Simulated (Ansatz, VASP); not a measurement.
## GaSeS2 in VASP and in Ansatz

```xyz
4
Lattice="3.5133 0.0000 0.0000 0.0000 3.5133 0.0000 0.0000 0.0000 7.3241" Properties=species:S:1:pos:R:3 pbc="T T T"
Ga    0.0000    0.0000    0.0000
Se    1.7567    1.7567    3.6621
S     0.0000    1.7567    1.4853
S     1.7567    0.0000    5.8388
```

Change from the starting cell: species swapped into the AlGaP2 type (P-4m2, No. 115).

Alike in both runs: functional PBE; k mesh 4 × 4 × 4; occupations gaussian, width 0.1 eV; no spin polarisation.

Ansatz relaxed the structure, and its values are those at the end. VASP's run is a single point on that final structure, the one shown.

```csv
,VASP,Ansatz
version,VASP 6.6.1,Ansatz 0.2.0
potentials or method,"VASP PAW PBE potentials, release 64 (Ga_d, Se, S)","scalar-relativistic, plane waves, PAW"
plane-wave cutoff (eV),520,420
valence electrons in the cell,31,41
```

Ansatz gave:

| Property | Result |
| --- | --- |
| gap on the k mesh at the Fermi level (eV) | none |
| pressure (GPa) | 0.0 |
| rms of the force components (eV/Å) | 0.001 |

Task: What did VASP give for the same quantities?

Result: gap on the k mesh at the Fermi level (eV): none; pressure (GPa): 0.0; rms of the force components (eV/Å): 0.005.

A gap of «none» marks a metal or a gap that the smearing closes. With one functional, cell and mesh, what is left measures potentials, basis and numerics. The two sets of potentials don't hold the same shells in valence.

Caveats: the k mesh is coarse (spacing up to 0.45 Å⁻¹), so the values aren't converged.
